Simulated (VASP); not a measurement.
Crystal: Mg2ZnTeS2.

```
Mg Zn Te S
1.0
    -2.01000    6.03500    2.84500
     2.01000   -6.03500    2.84500
     2.01000    6.03500   -2.84500
Mg Zn Te S
2 1 1 2
Cartesian
  0.0000 4.0193 0.0000
  0.0000 8.0507 0.0000
  0.0000 0.0000 0.0000
  2.0100 0.0000 1.4225
  0.0000 2.0157 4.2675
  2.0100 4.0193 1.4225
```

The cell was built by a generator and needn't be a form met in nature.

- Program: VASP 6.6.1
- Task: relaxation of cell and atoms
- Functional: PBE
- Potentials or basis: VASP PAW PBE potentials, release 64 (Mg, Zn, Te, S)
- Cutoff: 520 eV
- k mesh: 4 × 4 × 4
- Occupations: gaussian, width 0.15 eV
- Spin: no spin polarisation

At the start: pressure 7.5 GPa; volume 23.01 Å³/atom.

Question: Where does the relaxation end?

Answer: Over 12 steps the energy falls by 158.0 meV/atom and the volume is 25.22 Å³/atom (+9.6 %); space group Imm2 (No. 44, to 0.05 Å).

The path:
```csv
step,energy change (eV),largest force (eV/Å),pressure (GPa),volume (Å³)
1,0.0000,2.4050,7.55,138.04
2,-0.7457,0.7971,-2.28,160.85
3,-0.7535,0.8978,-1.51,158.27
4,-0.8729,0.6080,-0.47,154.50
5,-0.9210,0.3692,0.21,151.81
6,-0.9074,0.3436,1.80,146.52
7,-0.9338,0.2024,0.40,149.82
8,-0.9335,0.1714,0.61,149.13
9,-0.9463,0.1145,0.21,150.89
10,-0.9472,0.1003,-0.18,151.32
11,-0.9471,0.1046,0.05,151.28
12,-0.9482,0.0264,0.15,151.35
```

Final structure:
```
Mg Zn Te S
1.0
    -2.09021    6.17549    2.93126
     2.09021   -6.17549    2.93126
     2.09021    6.17549   -2.93126
Mg Zn Te S
2 1 1 2
Direct
  0.34223 0.02350 0.31873
  0.70477 0.02350 0.68127
  0.96191 0.96191 0.00000
  0.23631 0.73631 0.50000
  0.91755 0.75238 0.16517
  0.58722 0.75238 0.83483
```

Caveat: the k mesh is coarse (spacing up to 0.48 Å⁻¹), so the values aren't converged.
